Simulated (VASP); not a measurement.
These are PBE GGA, VASP's PBE PAW potentials (set 64) (plane waves; VASP) values and carry that method's errors.

VASP input:

INCAR:
```
ALGO=Normal
EDIFF=1E-6
ENCUT=400
GGA=PE
ISIF=2
ISMEAR=1
LASPH=.True.
LCHARG=.False.
LMAXMIX=4
LREAL=.False.
LWAVE=.False.
NELM=100
PREC=Accurate
SIGMA=0.1
SYSTEM=Tl
```

**POSCAR**
```
Tl
1.0
  1.7646000000  -3.0563770000   0.0000000000
  1.7646000000   3.0563770000   0.0000000000
  0.0000000000   0.0000000000   5.6304000000
Tl
2
Cart
  1.7646000000   1.0187943709   1.4076000000
  1.7646000000  -1.0187943709   4.2228000000
```

**KPOINTS**
```
Automatic mesh
0
G
11 11 6
0 0 0
```

POTCAR, in this order: Tl_d (PBE.64 set). Program: vasp_std.

Unless said otherwise, spin-orbit coupling is left out, though it shifts the bands of the heavy elements here.

**Question.** Estimate the energy per atom (σ→0), band gap (on the k-mesh).

**Answer.** 
```yaml
energy per atom (σ→0): -2.225 eV/atom
band gap (on the k-mesh): none (metal, semimetal or under 0.01 eV)
```

OSZICAR:
```
...
DAV:   5    -0.449679011024E+01   -0.11923E-03   -0.11923E-03  2561   0.253E-01    0.256E+00
DAV:   6    -0.445820193161E+01    0.38588E-01   -0.76841E-02  2283   0.230E+00    0.182E+00
DAV:   7    -0.445168601779E+01    0.65159E-02   -0.32881E-02  2240   0.150E+00    0.668E-01
DAV:   8    -0.445125602489E+01    0.42999E-03   -0.22630E-03  2296   0.385E-01    0.343E-02
DAV:   9    -0.445126246725E+01   -0.64424E-05   -0.14605E-05  2582   0.357E-02    0.116E-02
DAV:  10    -0.445126848928E+01   -0.60220E-05   -0.58388E-06  1795   0.218E-02    0.150E-03
DAV:  11    -0.445126869146E+01   -0.20219E-06   -0.38092E-07  1188   0.581E-03
   1 F= -.44512687E+01 E0= -.44508740E+01  d E =-.118408E-02
```

The compound is Tl in the hcp structure. The cell was not relaxed at this level.
